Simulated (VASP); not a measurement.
Level of theory: PBE GGA with D3 dispersion (zero damping), VASP's PBE PAW potentials (set 64) (plane waves; VASP).

VASP input:

**KPOINTS**
```
K-points
0
G
6 6 6
0 0 0
```

**POSCAR**
```
KBr
1.0
  0.0000000000   3.3000000000   3.3000000000
  3.3000000000   0.0000000000   3.3000000000
  3.3000000000   3.3000000000   0.0000000000
K Br
1 1
Cart
  0.0000000000   0.0000000000   0.0000000000
  3.3000000000   3.3000000000   3.3000000000
```

INCAR:
```
SYSTEM = KBr
PREC = Accurate; ENCUT = 520; LREAL = .False.
LASPH = .True.
EDIFF = 1E-6; NELM = 100; ALGO = Normal
LMAXMIX = 4
ISMEAR = 0; SIGMA = 0.05
GGA = PE; IVDW = 11
IBRION = 2; NSW = 60; ISIF = 3
EDIFFG = -0.01
LWAVE = .False.; LCHARG = .False.
```

POTCAR, in this order: K_sv Br (PBE.64 set). Program: vasp_std.

Output of the run:

**OUTCAR**
```
 ion  position               nearest neighbor table
   1  0.000  0.000  0.000-   2 3.30   2 3.30   2 3.30   2 3.30   2 3.30   2 3.30
   2  0.500  0.500  0.500-   1 3.30   1 3.30   1 3.30   1 3.30   1 3.30   1 3.30
  LATTYP: Found a face centered cubic cell.
 ALAT       =     6.6000000000
 Subroutine PRICEL returns:
 Original cell was already a primitive cell.
 Subroutine GETGRP returns: Found 48 space group operations
The static configuration has the point symmetry O_h .
The dynamic configuration has the point symmetry O_h .
 Subroutine INISYM returns: Found 48 space group operations
 Subroutine IBZKPT returns following result:
 Found     16 irreducible k-points:

 Following reciprocal coordinates:
            Coordinates               Weight
  0.000000  0.000000  0.000000      1.000000
  0.166667  0.000000  0.000000      8.000000
  0.333333  0.000000  0.000000      8.000000
  0.500000  0.000000  0.000000      4.000000
  0.166667  0.166667  0.000000      6.000000
  0.333333  0.166667  0.000000     24.000000
  0.500000  0.166667  0.000000     24.000000
 -0.333333  0.166667  0.000000     24.000000
 -0.166667  0.166667  0.000000     12.000000
  0.333333  0.333333  0.000000      6.000000
  0.500000  0.333333  0.000000     24.000000
 -0.333333  0.333333  0.000000     12.000000
  0.500000  0.500000  0.000000      3.000000
  0.500000  0.333333  0.166667     24.000000
 -0.333333  0.333333  0.166667     24.000000
 -0.333333  0.500000  0.166667     12.000000
   k-points           NKPTS =     16   k-points in BZ     NKDIM =     16   number of bands    NBANDS=     12
   number of dos      NEDOS =    301   number of ions     NIONS =      2
   total plane-waves  NPLWV =  46656
   dimension x,y,z NGX =    36 NGY =   36 NGZ =   36
   dimension x,y,z NGXF=    72 NGYF=   72 NGZF=   72
   ions per type =               1   1
   PREC   = accura    normal or accurate (medium, high low for compatibility)
   ISTART =      0    job   : 0-new  1-cont  2-samecut
   ICHARG =      2    charge: 1-file 2-atom 10-const
   ISPIN  =      1    spin polarized calculation?
   LNONCOLLINEAR =      F non collinear calculations
   LSORBIT =      F    spin-orbit coupling
   INIWAV =      1    electr: 0-lowe 1-rand  2-diag
   ENCUT  =  520.0 eV  38.22 Ry    6.18 a.u.   8.68  8.68  8.68*2*pi/ulx,y,z
   NELM   =    100;   NELMIN=  2; NELMDL= -5     # of ELM steps
   EDIFF  = 0.1E-05   stopping-criterion for ELM
   LREAL  =      F    real-space projection
   NLSPLINE    = F    spline interpolate recip. space projectors
   LMAXMIX     =    4 max onsite mixed and CHGCAR
   VOSKOWN=      0    Vosko Wilk Nusair interpolation
   EDIFFG = -.1E-01   stopping-criterion for IOM
   NSW    =     60    number of steps for IOM
   NBLOCK =      1;   KBLOCK =     60    inner block; outer block
   IBRION =      2    ionic relax: 0-MD 1-quasi-New 2-CG
   NFREE  =      1    steps in history (QN), initial steepest desc. (CG)
   ISIF   =      3    stress and relaxation
   ISYM   =      2    0-nonsym 1-usesym 2-fastsym
   TEIN   =    0.0    initial temperature
   TEBEG  =    0.0;   TEEND  =   0.0 temperature during run
   SMASS  =  -3.00    Nose mass-parameter (am)
   PSTRESS=    0.0 pullay stress
   NELECT =      16.0000    total number of electrons
   EFERMI =   0.00;   METHOD = LEGACY
   ISMEAR =     0;   SIGMA  =   0.05  broadening in eV -4-tet -1-fermi 0-gaus
   IALGO  =     38    algorithm
   LDIAG  =      T    sub-space diagonalisation (order eigenvalues)
   IMIX   =      4    mixing-type and parameters
     AMIX     =   0.40;   BMIX     =  1.00
     AMIX_MAG =   1.60;   BMIX_MAG =  1.00
     AMIN     =   0.10
   GGA     = PE    functional components
   VOSKOWN =     0    Vosko Wilk Nusair interpolation
   LHFCALC =     F    Hartree Fock is set to
...
```

**OSZICAR**
```
       N       E                     dE             d eps       ncg     rms          rms(c)
DAV:   1     0.104976951594E+03    0.10498E+03   -0.69466E+03   384   0.117E+03
DAV:   2     0.362244957652E+00   -0.10461E+03   -0.96110E+02   452   0.269E+02
DAV:   3    -0.614594027666E+01   -0.65082E+01   -0.64621E+01   488   0.620E+01
DAV:   4    -0.638632215144E+01   -0.24038E+00   -0.24016E+00   676   0.108E+01
DAV:   5    -0.638777401434E+01   -0.14519E-02   -0.14518E-02   484   0.894E-01    0.311E+00
DAV:   6    -0.621606477302E+01    0.17171E+00   -0.28364E-01   460   0.280E+00    0.226E+00
DAV:   7    -0.620472746528E+01    0.11337E-01   -0.13729E-01   472   0.218E+00    0.105E+00
DAV:   8    -0.621401161018E+01   -0.92841E-02   -0.15582E-02   544   0.106E+00    0.129E-01
DAV:   9    -0.621459652321E+01   -0.58491E-03   -0.58380E-04   488   0.167E-01    0.808E-02
DAV:  10    -0.621507382277E+01   -0.47730E-03   -0.55606E-04   448   0.170E-01    0.154E-02
DAV:  11    -0.621507822249E+01   -0.43997E-05   -0.16324E-05   516   0.278E-02    0.425E-03
DAV:  12    -0.621508082514E+01   -0.26026E-05   -0.44164E-06   452   0.177E-02    0.468E-03
DAV:  13    -0.621508093632E+01   -0.11118E-06   -0.34944E-07   364   0.375E-03
   1 F= -.66384408E+01 E0= -.66384408E+01  d E =-.663844E+01
       N       E                     dE             d eps       ncg     rms          rms(c)
DAV:   1    -0.626107048667E+01   -0.45990E-01   -0.91734E-01   436   0.945E+00    0.131E+00
DAV:   2    -0.622870450345E+01    0.32366E-01   -0.76460E-02   512   0.253E+00    0.515E-01
DAV:   3    -0.622026511604E+01    0.84394E-02   -0.25679E-02   668   0.131E+00    0.393E-01
DAV:   4    -0.622043269893E+01   -0.16758E-03   -0.57169E-04   736   0.147E-01    0.171E-01
DAV:   5    -0.622048659182E+01   -0.53893E-04   -0.80471E-04   716   0.167E-01    0.322E-02
DAV:   6    -0.622047534023E+01    0.11252E-04   -0.21526E-05   692   0.422E-02    0.108E-02
DAV:   7    -0.622047518120E+01    0.15903E-06   -0.10578E-06   396   0.733E-03
   2 F= -.66426997E+01 E0= -.66426997E+01  d E =-.425894E-02
       N       E                     dE             d eps       ncg     rms          rms(c)
DAV:   1    -0.625723096792E+01   -0.36756E-01   -0.77465E-01   428   0.866E+00    0.121E+00
DAV:   2    -0.622981085159E+01    0.27420E-01   -0.64806E-02   508   0.232E+00    0.470E-01
DAV:   3    -0.622273061113E+01    0.70802E-02   -0.21642E-02   660   0.120E+00    0.357E-01
DAV:   4    -0.622286785551E+01   -0.13724E-03   -0.48218E-04   748   0.134E-01    0.155E-01
DAV:   5    -0.622291189777E+01   -0.44042E-04   -0.67437E-04   716   0.153E-01    0.291E-02
DAV:   6    -0.622290232305E+01    0.95747E-05   -0.18545E-05   720   0.392E-02    0.976E-03
DAV:   7    -0.622290219991E+01    0.12314E-06   -0.75024E-07   364   0.665E-03
   3 F= -.66441694E+01 E0= -.66441694E+01  d E =-.572864E-02
```

### OUTCAR
```
------------------------ aborting loop because EDIFF is reached ----------------------------------------
 Edisp (eV)   -0.42127
  FORCE on cell =-STRESS in cart. coord.  units (eV):
  Direction    XX          YY          ZZ          XY          YZ          ZX
  --------------------------------------------------------------------------------------
  Total       0.01313     0.01313     0.01313     0.00000    -0.00000     0.00000
  in kB       0.28155     0.28155     0.28155     0.00000    -0.00000     0.00000
  external pressure =        0.28 kB  Pullay stress =        0.00 kB
  volume of cell :       74.73
      direct lattice vectors                 reciprocal lattice vectors
     0.000000000  3.343147425  3.343147425    -0.149559662  0.149559662  0.149559662
     3.343147425  0.000000000  3.343147425     0.149559662 -0.149559662  0.149559662
     3.343147425  3.343147425  0.000000000     0.149559662  0.149559662 -0.149559662
  FREE ENERGIE OF THE ION-ELECTRON SYSTEM (eV)
  ---------------------------------------------------
  free  energy   TOTEN  =        -6.6441694153 eV

  energy  without entropy=       -6.6441694153  energy(sigma->0) =       -6.64416942

 reached required accuracy - stopping structural energy minimisation
```
(Selected blocks of OUTCAR.)

File CONTCAR:
```
KBr
   1.00000000000000
     0.0000000000000000    3.3431474253578028    3.3431474253578028
     3.3431474253578028    0.0000000000000000    3.3431474253578028
     3.3431474253578028    3.3431474253578028    0.0000000000000000
  K               Br
     1     1
Direct
     0.0000000000000000    0.0000000000000000    0.0000000000000000
     0.5000000000000000    0.5000000000000000    0.5000000000000000
```

Energy and stress use the plane-wave basis of the starting cell.

The compound is KBr in the rock salt structure. This run relaxes it. Symmetry was kept, so distortions that lower it aren't found.
